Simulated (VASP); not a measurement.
OSZICAR of a VASP run on CdS (zinc blende):

File OSZICAR:
```
       N       E                     dE             d eps       ncg     rms          rms(c)
DAV:   1     0.906701022618E+02    0.90670E+02   -0.80420E+03   958   0.102E+03
DAV:   2    -0.360889049536E+01   -0.94279E+02   -0.91413E+02  1075   0.272E+02
DAV:   3    -0.728632895509E+01   -0.36774E+01   -0.36687E+01  1070   0.563E+01
DAV:   4    -0.731181448009E+01   -0.25486E-01   -0.25482E-01  1065   0.455E+00
DAV:   5    -0.731216924404E+01   -0.35476E-03   -0.35476E-03  1075   0.517E-01    0.819E+00
DAV:   6    -0.683504431033E+01    0.47712E+00   -0.99324E-01  1337   0.149E+01    0.644E+00
DAV:   7    -0.681478730369E+01    0.20257E-01   -0.18143E-01   950   0.353E+00    0.309E+00
DAV:   8    -0.681234827205E+01    0.24390E-02   -0.19921E-02   990   0.215E+00    0.261E-01
DAV:   9    -0.681202071511E+01    0.32756E-03   -0.29694E-03  1065   0.932E-01    0.617E-02
DAV:  10    -0.681206204928E+01   -0.41334E-04   -0.26095E-04   950   0.215E-01    0.646E-02
DAV:  11    -0.681209076285E+01   -0.28714E-04   -0.47074E-05   993   0.789E-02    0.336E-02
DAV:  12    -0.681209685507E+01   -0.60922E-05   -0.30766E-05   945   0.653E-02    0.773E-03
DAV:  13    -0.681209683481E+01    0.20260E-07   -0.27594E-06  1035   0.192E-02    0.241E-03
DAV:  14    -0.681209692853E+01   -0.93716E-07   -0.22906E-07   932   0.407E-03
   1 F= -.68120969E+01 E0= -.68120969E+01  d E =0.000000E+00
```

Problem. Which electronic solver shows in the log?

Solution. It is blocked Davidson (ALGO = Normal, or the opening steps of other solvers). The INCAR had ALGO = Normal.

Problem. Can the final energy be trusted as converged?

Solution. The calculation finished and met its thresholds. It stopped with EDIFF = 1E-7, NELM = 100 (PBEsol GGA, plane waves, VASP's PBE PAW potentials (set 64)).

The compound is CdS in the zinc blende structure, a metastable form; wurtzite is the usual one. It was relaxed first.
